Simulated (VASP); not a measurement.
All values below come from revPBE GGA, VASP's PBE PAW potentials (set 64) (plane waves; VASP 6.6.1).

VASP input:

**KPOINTS**
```
Automatic mesh
0
Gamma
5 5 3
0 0 0
```

INCAR:
```
! general
SYSTEM =CdSe
PREC   =Accurate
ENCUT  =520   ! plane-wave cut-off (eV)
LREAL  =.FALSE.   ! projection in real space or not
LASPH  =.TRUE.   ! aspherical one-centre terms

! electronic loop
EDIFF  =1E-6   ! SCF stop (eV)
NELM   =100   ! most electronic steps
ALGO   =Normal   ! blocked Davidson
LMAXMIX=4   ! l cut-off of mixed one-centre charges

! smearing
ISMEAR =0
SIGMA  =0.05   ! width (eV)

! functional
GGA    =RE   ! revPBE

! ions
IBRION =2
NSW    =60   ! most ionic steps
ISIF   =3   ! ions, shape and volume
EDIFFG =-0.02

! output
LWAVE  =.FALSE.
LCHARG =.FALSE.
```

POSCAR:
```
CdSe
1
    2.2206252009    -3.8462354130     0.0000000000
    2.2206252009     3.8462354130     0.0000000000
    0.0000000000     0.0000000000     7.2302268011
Cd Se
2 2
Direct
  0.6666670000   0.3333330000   0.5001091100
  0.3333330000   0.6666670000   0.0001091100
  0.6666670000   0.3333330000   0.8758908900
  0.3333330000   0.6666670000   0.3758908900
```

POTCAR, in this order: Cd Se (PBE.64 set). Program: vasp_std.

Output

### OSZICAR
```
       N       E                     dE             d eps       ncg     rms          rms(c)
DAV:   1     0.234742188094E+03    0.23474E+03   -0.17015E+04   440   0.145E+03
DAV:   2     0.331046826451E+01   -0.23143E+03   -0.22696E+03   482   0.339E+02
DAV:   3    -0.105112824200E+02   -0.13822E+02   -0.13745E+02   524   0.810E+01
DAV:   4    -0.106478950694E+02   -0.13661E+00   -0.13652E+00   488   0.792E+00
DAV:   5    -0.106490533669E+02   -0.11583E-02   -0.11582E-02   530   0.680E-01    0.782E+00
DAV:   6    -0.989868868129E+01    0.75036E+00   -0.16855E+00   524   0.117E+01    0.620E+00
DAV:   7    -0.987245794879E+01    0.26231E-01   -0.56057E-01   506   0.408E+00    0.252E+00
DAV:   8    -0.987650588370E+01   -0.40479E-02   -0.52244E-02   458   0.247E+00    0.368E-01
DAV:   9    -0.987752209160E+01   -0.10162E-02   -0.85665E-03   500   0.108E+00    0.110E-01
DAV:  10    -0.987807082096E+01   -0.54873E-03   -0.12708E-03   470   0.381E-01    0.905E-02
DAV:  11    -0.987836152342E+01   -0.29070E-03   -0.69392E-04   476   0.154E-01    0.260E-02
DAV:  12    -0.987833132607E+01    0.30197E-04   -0.10638E-04   484   0.108E-01    0.850E-03
DAV:  13    -0.987834329101E+01   -0.11965E-04   -0.45781E-05   458   0.338E-02    0.122E-02
DAV:  14    -0.987834263609E+01    0.65492E-06   -0.15176E-06   404   0.635E-03
   1 F= -.98783426E+01 E0= -.98783426E+01  d E =-.987834E+01
```

OUTCAR:
```
------------------------ aborting loop because EDIFF is reached ----------------------------------------
  FORCE on cell =-STRESS in cart. coord.  units (eV):
  Direction    XX          YY          ZZ          XY          YZ          ZX
  --------------------------------------------------------------------------------------
  Total       -0.0493317     -0.0493317      0.0401751      0.0000000      0.0000000     -0.0000000
  in kB       -0.6399461     -0.6399460      0.5211640      0.0000000      0.0000000     -0.0000000
  external PRESSURE =      -0.2529094 kB  Pullay stress =       0.0000000 kB
  volume of cell :      123.51
      direct lattice vectors                 reciprocal lattice vectors
     2.220625201 -3.846235413  0.000000000     0.225161815 -0.129997243  0.000000000
     2.220625201  3.846235413  0.000000000     0.225161815  0.129997243  0.000000000
     0.000000000  0.000000000  7.230226801     0.000000000  0.000000000  0.138308248
  FREE ENERGIE OF THE ION-ELECTRON SYSTEM (eV)
  ---------------------------------------------------
  free  energy   TOTEN  =        -9.8783426361 eV

  energy  without entropy=       -9.8783426361  energy(sigma->0) =       -9.87834264

 reached required accuracy - stopping structural energy minimisation
```
(Selected blocks of OUTCAR.)

### OUTCAR
```
 val. band max:        0.3482855826   @ k =   0.0000   0.0000   0.0000

 cond. band min:       0.9357697717   @ k =   0.0000   0.0000   0.0000


 Fermi energy:         0.5785691479

 k-point     1 :       0.0000    0.0000    0.0000
  band No.  band energies     occupation
      1     -11.7337      2.00000
      2     -11.4358      2.00000
      3      -7.3279      2.00000
      4      -7.3210      2.00000
      5      -7.3210      2.00000
      6      -7.2691      2.00000
      7      -7.2691      2.00000
      8      -7.0738      2.00000
      9      -7.0738      2.00000
     10      -7.0273      2.00000
     11      -7.0273      2.00000
     12      -6.8106      2.00000
     13      -3.4816      2.00000
     14      -0.2932      2.00000
     15      -0.2932      2.00000
     16       0.3174      2.00000
     17       0.3483      2.00000
     18       0.3483      2.00000
     19       0.9358      0.00000
     20       2.5307      0.00000
     21       6.2441      0.00000
     22       6.2442      0.00000

 k-point     2 :       0.2000    0.0000    0.0000
  band No.  band energies     occupation
      1     -11.6431      2.00000
      2     -11.3966      2.00000
      3      -7.3008      2.00000
      4      -7.2919      2.00000
      5      -7.2420      2.00000
      6      -7.2272      2.00000
      7      -7.2215      2.00000
      8      -7.0874      2.00000
      9      -7.0710      2.00000
     10      -7.0477      2.00000
     11      -7.0215      2.00000
     12      -6.7601      2.00000
     13      -3.3060      2.00000
     14      -1.4548      2.00000
     15      -1.2007      2.00000
     16      -0.6500      2.00000
     17       0.0686      2.00000
     18       0.1278      2.00000
     19       2.4467      0.00000
     20       3.5872      0.00000
     21       5.5996      0.00000
     22       6.4735      0.00000

 k-point     3 :       0.4000    0.0000    0.0000
  band No.  band energies     occupation
      1     -11.4778      2.00000
...
```

The compound is CdSe in the wurtzite structure. It was relaxed first, which changed the volume by +10 %. The start is the result of an earlier pass.
